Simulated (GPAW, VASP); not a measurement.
Given: the input of a run of GPAW 26.7.0 (ASE script) on TeRu. The cell comes from a database or a generator and needn't be the stable form of this composition.

File run.py:

```python
from ase import Atoms
from ase.dft.bandgap import bandgap
from ase.io import write
from ase.units import GPa
from gpaw import GPAW, PW

atoms = Atoms(['Ru', 'Te'],
              cell=[[3.7950828903, 0.0, 0.0],
                    [-1.8975414451, 3.2866381925, 0.0],
                    [0.0, 0.0, 3.70381288]],
              scaled_positions=[[0.0, 0.0, 0.0],
                                [0.6666666667, 0.3333333333, 0.5]],
              pbc=True)

calc = GPAW(mode=PW(600),
            xc='LDA',
            kpts={'size': (6, 6, 5), 'gamma': True},
            occupations={'name': 'methfessel-paxton', 'order': 0, 'width': 0.05},
            setups={'Ru': ':d,2.0'},
            nbands=22,
            convergence={'density': 1e-05, 'energy': 1e-05},
            maxiter=150,
            txt='gpaw.txt')
atoms.calc = calc
energy = atoms.get_potential_energy()
forces = atoms.get_forces()
stress = atoms.get_stress()
calc.write('gs.gpw')
write('result.traj', atoms)
print(f'Energy: {energy:.6f} eV')
print('Forces (eV/A):')
print(forces.round(4))
print('Stress (GPa):', (stress / GPa).round(3))
print('Fermi level:', round(calc.get_fermi_level(), 4), 'eV')
print(f'Gap: {bandgap(calc)[0]:.4f} eV, direct: {bandgap(calc, direct=True)[0]:.4f} eV')
```

Potentials or basis: the program's PAW data sets (release 1.2.1) made for this functional, pw.

Launch:

```sh
$ OMP_NUM_THREADS=1 python run.py
```

Task: Set up the same calculation for VASP 6.6.1. Potentials or basis there: LDA PAW files Ru_pv, Te, 520 eV.

Result: As run (cutoffs and basis follow the program's own potentials, and thresholds, step limits or extra output files can differ):

Contents of INCAR:

```
  ALGO = Normal
  EDIFF = 1E-7
  ENCUT = 520
  GGA = CA
  ISIF = 2
  ISMEAR = 0
  LASPH = True
  LCHARG = False
  LDAU = True
  LDAUJ = 0 0
  LDAUL = 2 -1
  LDAUPRINT = 1
  LDAUTYPE = 2
  LDAUU = 2 0
  LMAXMIX = 4
  LREAL = False
  LWAVE = False
  NELM = 100
  PREC = Accurate
  SIGMA = 0.05
```

Contents of KPOINTS:

```
k-points
0
Gamma
  6 6 5
```

File POSCAR:

```
TeRu
1.0
    3.7950828900      0.0000000000      0.0000000000
   -1.8975414500      3.2866381900      0.0000000000
    0.0000000000      0.0000000000      3.7038128800
Ru Te
1 1
Direct
    0.0000000000      0.0000000000      0.0000000000
    0.6666666667      0.3333333333      0.5000000000
```

Potentials or basis: VASP PAW LDA potentials, release 64 (Ru_pv, Te).

The run is started by

```console
$ cat potpaw_LDA.64/Ru_pv/POTCAR potpaw_LDA.64/Te/POTCAR > POTCAR
$ mpirun -np 1 vasp_std > vasp.out
```

Both were run:

|  | GPAW | VASP |
| --- | --- | --- |
| Pressure | -20.8 GPa | -20.2 GPa |

The potentials hold 22 and 20 valence electrons a cell.

The two programs' LDA may be different fits to the electron gas.

The cell lies far from this level's equilibrium.

How U acts hangs on each program's projectors.

Pressure is positive in compression.
